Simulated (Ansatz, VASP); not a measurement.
# Si2W in two plane-wave programs

Aim: how closely do two programs agree when they are given the same cell, functional and k mesh? The cell is taken from a series of runs on this material, whose earlier steps may have relaxed, scaled, displaced or heated it; both programs get it as it stands.

Main program and level: Ansatz 0.2.0; plane waves, with VASP 6.6.1 beside it; zone-centre phonons at PBEsol.

## 1. Starting point

It takes space group I4/mmm (No. 139, tetragonal). Conventional cell: a = 3.133 Å, b = 3.133 Å, c = 7.680 Å, α = 90.00°, β = 90.00°, γ = 90.00°. Si has 5 Si at 2.56 Å and 5 W at 2.56 Å nearest. Nearest to W lie 10 Si at 2.56 Å. Farther neighbours are not listed.

## 2. VASP: zone-centre phonons, PBEsol

Second derivatives magnify differences that forces hide, and they need a tight electronic threshold.

Lines of VASP's logs that name or quote its potential files are left out, and so is its time.

Input file INCAR:

```
SYSTEM = Si2W
PREC = Accurate
ENCUT = 600
EDIFF = 1E-08
NELM = 120
ISMEAR = 1
SIGMA = 0.2
LREAL = .FALSE.
ALGO = Normal
GGA = PS
NBANDS = 13
LASPH = .TRUE.
LORBIT = 11
LWAVE = .FALSE.
LCHARG = .FALSE.
ISIF = 2
IBRION = 8
GGA_COMPAT = .FALSE.
KPAR = 2
```

Input file POSCAR:

```
Si2W
1.0
   -1.5663261908      1.5663261908      3.8401833072
    1.5663261908     -1.5663261908      3.8401833072
    1.5663261908      1.5663261908     -3.8401833072
Si W
2 1
Direct
    0.3335819125      0.3335819125      0.0000000000
    0.6664180875      0.6664180875      0.0000000000
    0.0000000000      0.0000000000      0.0000000000
```

Input file KPOINTS:

```
Automatic mesh
0
Gamma
20 20 20
0 0 0
```

Potentials, in the order of the species: Si and W (PBE family, release 64).

The run is started by

```
mpirun -np 2 vasp_std
```

Numbers of over 12 decimals in the logs are rounded to 6 here.

Output:

```text
[banner, memory and clock lines left out]
running    2 mpi-ranks, on    1 nodes
 distrk:  each k-point on    1 cores,    2 groups
 distr:  one band on    1 cores,    1 groups

 POSCAR found type information on POSCAR SiW
 POSCAR found :  2 types and       3 ions
|                                                                             |
|               ----> ADVICE to this user running VASP <----                  |
|                                                                             |
|     You enforced a specific xc type in the INCAR file but a different       |
|     [... a line on the potential file left out ...]
|     I HOPE YOU KNOW WHAT YOU ARE DOING!                                     |
|                                                                             |

 LDA part: xc-table for (Slater+PW92), standard interpolation
 POSCAR, INCAR and KPOINTS ok, starting setup
 FFT: planning ... GRIDC
 FFT: planning ... GRID_SOFT
 FFT: planning ... GRID
 WAVECAR not read
 entering main loop
       N       E                     dE             d eps       ncg     rms          rms(c)
DAV:   1     0.350721647767E+02    0.35072E+02   -0.66925E+03 16674   0.106E+03
DAV:   2    -0.246312300923E+02   -0.59703E+02   -0.54583E+02 20381   0.208E+02
DAV:   3    -0.274045851355E+02   -0.27734E+01   -0.26900E+01 22791   0.356E+01
DAV:   4    -0.274420112268E+02   -0.37426E-01   -0.37370E-01 20009   0.468E+00
DAV:   5    -0.274425691386E+02   -0.55791E-03   -0.55774E-03 23456   0.502E-01    0.297E+01
DAV:   6    -0.267595437192E+02    0.68303E+00   -0.16739E+00 24741   0.840E+00    0.133E+01
DAV:   7    -0.266287939840E+02    0.13075E+00   -0.16157E-01 18876   0.273E+00    0.547E+00
DAV:   8    -0.266099234168E+02    0.18871E-01   -0.28124E-02 21894   0.121E+00    0.524E-01
DAV:   9    -0.266096307713E+02    0.29265E-03   -0.15316E-03 19902   0.274E-01    0.292E-01
DAV:  10    -0.266096104165E+02    0.20355E-04   -0.24990E-04 21113   0.996E-02    0.735E-02
DAV:  11    -0.266095963747E+02    0.14042E-04   -0.35832E-05 20421   0.419E-02    0.187E-02
DAV:  12    -0.266095964505E+02   -0.75793E-07   -0.11501E-06 20983   0.851E-03    0.806E-03
DAV:  13    -0.266095963315E+02    0.11908E-06   -0.79921E-08 20864   0.207E-03    0.123E-03
DAV:  14    -0.266095963209E+02    0.10565E-07   -0.41248E-09 12893   0.520E-04    0.286E-04
DAV:  15    -0.266095963266E+02   -0.57053E-08   -0.52744E-10 10658   0.260E-04
   1 F= -.26609596E+02 E0= -.26609724E+02  d E =0.382244E-03
 Linear response reoptimize wavefunctions to high precision
DAV:   1    -0.266095963334E+02   -0.68269E-08   -0.79719E-11 12819   0.790E-05
DAV:   2    -0.266095963334E+02   -0.14779E-10   -0.13097E-11 10113   0.398E-05
 Linear response DOF=           4
 Linear response progress:
  Degree of freedom:   1/  4
       N       E                     dE             d eps       ncg     rms          rms(c)
RMM:   1    -0.181031115716E-01   -0.18103E-01    0.15198E-02135991   0.906E-01
RMM:   2    -0.166879147815E-01    0.14152E-02   -0.69543E-04 88373   0.219E-01    0.102E-01
RMM:   3    -0.167582522428E-01   -0.70337E-04   -0.16052E-04 88969   0.649E-02    0.553E-02
RMM:   4    -0.169337866334E-01   -0.17553E-03   -0.10056E-04 88622   0.490E-02    0.125E-02
RMM:   5    -0.169205539657E-01    0.13233E-04   -0.19255E-06 92631   0.958E-03    0.127E-03
RMM:   6    -0.169261402096E-01   -0.55862E-05   -0.25482E-07 93717   0.171E-03    0.739E-04
RMM:   7    -0.169255384179E-01    0.60179E-06   -0.43839E-09 94994   0.392E-04    0.616E-05
RMM:   8    -0.169259920787E-01   -0.45366E-06   -0.18934E-08 96379   0.124E-04    0.140E-05
RMM:   9    -0.169259672521E-01    0.24827E-07   -0.87392E-09 99520   0.310E-05    0.219E-06
RMM:  10    -0.169259715440E-01   -0.42919E-08   -0.10905E-08 98447   0.128E-05    0.106E-06
 first order change of Fermi-energy   0.16862E-04
 force on displaced ion       1 direction 1 : -11.199  -0.000  -0.000
 Linear response progress:
  Degree of freedom:   2/  4
       N       E                     dE             d eps       ncg     rms          rms(c)
RMM:   1    -0.259817849473E-01   -0.25982E-01    0.38973E-02 41892   0.114E+00
RMM:   2    -0.231848209146E-01    0.27970E-02   -0.11741E-03 26795   0.288E-01    0.164E-01
RMM:   3    -0.231532072152E-01    0.31614E-04   -0.58072E-04 26735   0.118E-01    0.113E-01
RMM:   4    -0.232496586930E-01   -0.96451E-04   -0.68578E-05 27907   0.411E-02    0.484E-02
RMM:   5    -0.232999699680E-01   -0.50311E-04   -0.53392E-06 28020   0.114E-02    0.134E-02
RMM:   6    -0.233037634968E-01   -0.37935E-05   -0.62128E-07 28290   0.337E-03    0.206E-03
RMM:   7    -0.233019120356E-01    0.18515E-05   -0.39478E-08 28839   0.124E-03    0.646E-04
RMM:   8    -0.233019921296E-01   -0.80094E-07    0.97645E-09 29612   0.231E-04    0.955E-05
RMM:   9    -0.233021670599E-01   -0.17493E-06   -0.79900E-09 29386   0.690E-05    0.150E-05
RMM:  10    -0.233021575958E-01    0.94641E-08    0.26183E-09 30726   0.203E-05    0.604E-06
 first order change of Fermi-energy  -0.44410E+00
 force on displaced ion       1 direction 3 :   0.000   0.000 -17.095
 Linear response progress:
  Degree of freedom:   3/  4
       N       E                     dE             d eps       ncg     rms          rms(c)
RMM:   1    -0.122047680637E+00   -0.12205E+00   -0.10566E-01 59884   0.182E+00
RMM:   2    -0.120875449478E+00    0.11722E-02   -0.13556E-03 47263   0.269E-01    0.159E-01
RMM:   3    -0.120502650689E+00    0.37280E-03   -0.20373E-04 48412   0.819E-02    0.900E-02
RMM:   4    -0.120622000419E+00   -0.11935E-03   -0.25711E-04 47918   0.946E-02    0.125E-02
RMM:   5    -0.120611722969E+00    0.10277E-04   -0.70003E-06 51675   0.173E-02    0.366E-03
RMM:   6    -0.120616953815E+00   -0.52308E-05   -0.13110E-07 51038   0.223E-03    0.841E-04
RMM:   7    -0.120616502936E+00    0.45088E-06   -0.95883E-09 52815   0.555E-04    0.117E-04
RMM:   8    -0.120616455791E+00    0.47144E-07   -0.35763E-09 52938   0.143E-04    0.285E-05
RMM:   9    -0.120616222611E+00    0.23318E-06   -0.36885E-09 54442   0.551E-05    0.573E-06
RMM:  10    -0.120616180311E+00    0.42300E-07   -0.91266E-10 55516   0.274E-05    0.244E-06
RMM:  11    -0.120616204261E+00   -0.23950E-07   -0.10168E-08 54246   0.226E-05    0.274E-07
RMM:  12    -0.120616202114E+00    0.21471E-08   -0.43977E-09 38561   0.182E-05    0.832E-08
 first order change of Fermi-energy  -0.79085E-03
 force on displaced ion       3 direction 1 : -14.165  -0.000  -0.000
 Linear response progress:
  Degree of freedom:   4/  4
       N       E                     dE             d eps       ncg     rms          rms(c)
RMM:   1    -0.139963038615E+00   -0.13996E+00   -0.13072E-01 32776   0.188E+00
RMM:   2    -0.135180532263E+00    0.47825E-02   -0.21723E-03 25852   0.327E-01    0.189E-01
RMM:   3    -0.134503801776E+00    0.67673E-03   -0.82314E-04 26880   0.139E-01    0.100E-01
RMM:   4    -0.134556235644E+00   -0.52434E-04   -0.29041E-04 26919   0.942E-02    0.294E-02
RMM:   5    -0.134620911404E+00   -0.64676E-04   -0.45354E-05 26732   0.401E-02    0.718E-03
RMM:   6    -0.134632204348E+00   -0.11293E-04   -0.86007E-07 29268   0.553E-03    0.185E-03
RMM:   7    -0.134624378954E+00    0.78254E-05   -0.15642E-07 27762   0.189E-03    0.219E-04
RMM:   8    -0.134625049675E+00   -0.67072E-06   -0.72867E-09 29262   0.321E-04    0.105E-04
RMM:   9    -0.134625110269E+00   -0.60595E-07   -0.46280E-09 29963   0.754E-05    0.505E-05
RMM:  10    -0.134625118184E+00   -0.79142E-08   -0.46682E-09 29804   0.457E-05    0.298E-06
 first order change of Fermi-energy   0.49556E-03
 force on displaced ion       3 direction 3 :   0.000   0.000 -19.119
 Linear response finished
```

From OUTCAR (step 2):

```text
ion  position               nearest neighbor table
   1  0.334  0.334  0.000-   2 2.56   3 2.56   3 2.56   3 2.56   3 2.56   2 2.56   2 2.56   2 2.56
                             2 2.56   3 2.56
   2  0.666  0.666  0.000-   1 2.56   3 2.56   3 2.56   3 2.56   3 2.56   1 2.56   1 2.56   1 2.56
                             1 2.56   3 2.56
   3  0.000  0.000  0.000-   2 2.56   2 2.56   2 2.56   1 2.56   2 2.56   1 2.56   1 2.56   1 2.56
                             1 2.56   2 2.56

  LATTYP: Found a body centered tetragonal cell.
 ALAT       =     3.1326523816
 C/A-ratio  =     2.4517136531

 Subroutine GETGRP returns: Found 16 space group operations
 (whereof 16 operations were pure point group operations)

The static configuration has the point symmetry D_4h.

 Found    641 irreducible k-points:

   k-points           NKPTS =    641   k-points in BZ     NKDIM =    641   number of bands    NBANDS=     13

   dimension x,y,z NGX =    36 NGY =   36 NGZ =   36
   dimension x,y,z NGXF=    72 NGYF=   72 NGZF=   72

   ENCUT  =  600.0 eV  44.10 Ry    6.64 a.u.   8.85  8.85  8.85*2*pi/ulx,y,z

   NELECT =      14.0000    total number of electrons

 k-points in reciprocal lattice and weights: Automatic mesh
   0.00000000  0.00000000  0.00000000       0.000
   0.05000000  0.00000000 -0.00000000       0.001
   0.10000000  0.00000000 -0.00000000       0.001
   0.15000000  0.00000000  0.00000000       0.001
   0.20000000  0.00000000 -0.00000000       0.001
   0.25000000  0.00000000 -0.00000000       0.001
   0.30000000  0.00000000  0.00000000       0.001
   0.35000000  0.00000000  0.00000000       0.001
   0.40000000  0.00000000  0.00000000       0.001
[...]
-0.45000000 -0.45000000  0.45000000       0.000
   0.50000000  0.50000000  0.50000000       0.000

 average (electrostatic) potential at core
       1 -78.0852       2 -78.0852       3 -33.4852

  Total        3.8812612      3.8812612      3.8872621      0.0000000     -0.0000000      0.0000000
  in kB      165.0087915    165.0087915    165.2639143      0.0000000     -0.0000000      0.0000000
  external PRESSURE =     165.0938324 kB  Pullay stress =       0.0000000 kB

  energy-cutoff  :      600.00
  volume of cell :       37.69
      direct lattice vectors                 reciprocal lattice vectors
    -1.566326191  1.566326191  3.840183307     0.000000000  0.319218310  0.130202118
     1.566326191 -1.566326191  3.840183307     0.319218310  0.000000000  0.130202118
     1.566326191  1.566326191 -3.840183307     0.319218310  0.319218310  0.000000000

 POSITION                                       TOTAL-FORCE (eV/Angst)
 -----------------------------------------------------------------------------------
      0.00000      0.00000      2.56203        -0.000000     -0.000000     -0.003338
      0.00000      0.00000      5.11834         0.000000      0.000000      0.003338
      0.00000      0.00000      0.00000         0.000000      0.000000      0.000000
 -----------------------------------------------------------------------------------
    total drift:                                0.000000      0.000000      0.000000

 Eigenvectors and eigenvalues of the dynamical matrix
 ----------------------------------------------------

   1 f  =   14.640173 THz    91.986919 2PiTHz  488.343603 cm-1    60.546863 meV
             X         Y         Z           dx          dy          dz
      0.000000  0.000000  2.562031    -0.000000    0.000000   -0.707107
      0.000000  0.000000  5.118335     0.000000   -0.000000    0.707107
      0.000000  0.000000  0.000000    -0.000000   -0.000000    0.000000

   2 f  =   11.545253 THz    72.540965 2PiTHz  385.108191 cm-1    47.747309 meV
             X         Y         Z           dx          dy          dz
      0.000000  0.000000  2.562031    -0.443367    0.550841    0.000000
      0.000000  0.000000  5.118335     0.443367   -0.550841   -0.000000
      0.000000  0.000000  0.000000    -0.000000   -0.000000    0.000000

   3 f  =   11.545253 THz    72.540965 2PiTHz  385.108191 cm-1    47.747309 meV
             X         Y         Z           dx          dy          dz
      0.000000  0.000000  2.562031     0.550841    0.443367    0.000000
      0.000000  0.000000  5.118335    -0.550841   -0.443367   -0.000000
      0.000000  0.000000  0.000000    -0.000000    0.000000    0.000000

   4 f  =   10.421136 THz    65.477929 2PiTHz  347.611683 cm-1    43.098336 meV
             X         Y         Z           dx          dy          dz
      0.000000  0.000000  2.562031    -0.000000   -0.000000   -0.618855
      0.000000  0.000000  5.118335    -0.000000   -0.000000   -0.618855
      0.000000  0.000000  0.000000    -0.000000    0.000000    0.483773

   5 f  =    8.969287 THz    56.355691 2PiTHz  299.183203 cm-1    37.093973 meV
             X         Y         Z           dx          dy          dz
      0.000000  0.000000  2.562031    -0.000000    0.618846   -0.000000
      0.000000  0.000000  5.118335    -0.000000    0.618846   -0.000000
      0.000000  0.000000  0.000000    -0.000000   -0.483797    0.000000

   6 f  =    8.969287 THz    56.355691 2PiTHz  299.183203 cm-1    37.093973 meV
             X         Y         Z           dx          dy          dz
      0.000000  0.000000  2.562031    -0.618846   -0.000000   -0.000000
      0.000000  0.000000  5.118335    -0.618846   -0.000000    0.000000
      0.000000  0.000000  0.000000     0.483797   -0.000000    0.000000

   7 f/i=    0.000171 THz     0.001073 2PiTHz    0.005697 cm-1     0.000706 meV
             X         Y         Z           dx          dy          dz
      0.000000  0.000000  2.562031     0.000000   -0.000000    0.342079
      0.000000  0.000000  5.118335     0.000000   -0.000000    0.342079
      0.000000  0.000000  0.000000     0.000000   -0.000000    0.875194

   8 f/i=    0.000396 THz     0.002490 2PiTHz    0.013220 cm-1     0.001639 meV
             X         Y         Z           dx          dy          dz
      0.000000  0.000000  2.562031    -0.324657    0.107831    0.000000
      0.000000  0.000000  5.118335    -0.324657    0.107831    0.000000
      0.000000  0.000000  0.000000    -0.830566    0.275863    0.000000

   9 f/i=    0.000396 THz     0.002490 2PiTHz    0.013220 cm-1     0.001639 meV
             X         Y         Z           dx          dy          dz
      0.000000  0.000000  2.562031    -0.107831   -0.324657   -0.000000
      0.000000  0.000000  5.118335    -0.107831   -0.324657   -0.000000
      0.000000  0.000000  0.000000    -0.275863   -0.830566   -0.000000

 ELASTIC MODULI CONTR FROM IONIC RELAXATION (kBar)
 Direction    XX          YY          ZZ          XY          YZ          ZX
 --------------------------------------------------------------------------------
 XX         -39.4440    -39.4440    -19.7742      0.0000      0.0000      0.0000
 YY         -39.4440    -39.4440    -19.7742      0.0000      0.0000      0.0000
 ZZ         -19.7742    -19.7742     -9.9132      0.0000      0.0000      0.0000
 XY           0.0000      0.0000      0.0000      0.0000      0.0000      0.0000
 YZ           0.0000      0.0000      0.0000      0.0000    -47.2028     -0.0000
 ZX           0.0000      0.0000      0.0000      0.0000     -0.0000    -22.5505
 --------------------------------------------------------------------------------
```

(Continued in part 2 of 2.)

[Lines on the potential files, build, host, timing and source positions are cut from VASP's logs without a mark.]

[Logs are printed without paths, hosts, clocks, repeated set-up lines and the standing remarks that a program may print on its own settings, such as how far it seeks lower states.]

[Hosts, paths, dates, database ids (printed as entryN), source tags and the programs' standing remarks are cut or masked in the printed files.]
